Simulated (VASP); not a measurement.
Given:

```yaml
crystal:
  lattice:
    - [0.00000, 2.26619, 2.26619]
    - [2.26619, 0.00000, 2.26619]
    - [2.26619, 2.26619, 0.00000]
  atoms:
    - { symbol: Ti, position: [0.00000, 0.00000, 0.00000] }
    - { symbol: B, position: [0.50000, 0.50000, 0.50000] }
```

All values below come from PBE GGA, VASP's PBE PAW potentials (set 64) (plane waves; VASP 6.6.1). Settings: 520 eV cut-off, Gaussian smearing of 0.050 eV, potentials Ti_sv B.

**Question.** Give the energies of bands 5 to 10 at the high-symmetry points, in eV from the Fermi level.

**Answer.** 
| band | Γ | X | U | L | W |
|---|---|---|---|---|---|
| 5 | -8.97 | -5.82 | -5.26 | -4.76 | -5.14 |
| 6 | 1.44 | -1.92 | -1.92 | -4.18 | -1.65 |
| 7 | 1.44 | -0.61 | -1.83 | -1.02 | -1.65 |
| 8 | 1.44 | 2.12 | 0.12 | -1.02 | -0.84 |
| 9 | 2.27 | 2.12 | 2.66 | 3.42 | 3.80 |
| 10 | 2.27 | 3.14 | 3.58 | 3.42 | 3.80 |

It has no gap at this level: it comes out as a metal or semimetal.

The structure was generated: TiB was put into the rock salt type (Fm-3m), which need not be its known phase. It was relaxed first, which changed the volume by -36 %. The electron count is odd and the run is not spin-polarised, which forces a metal.
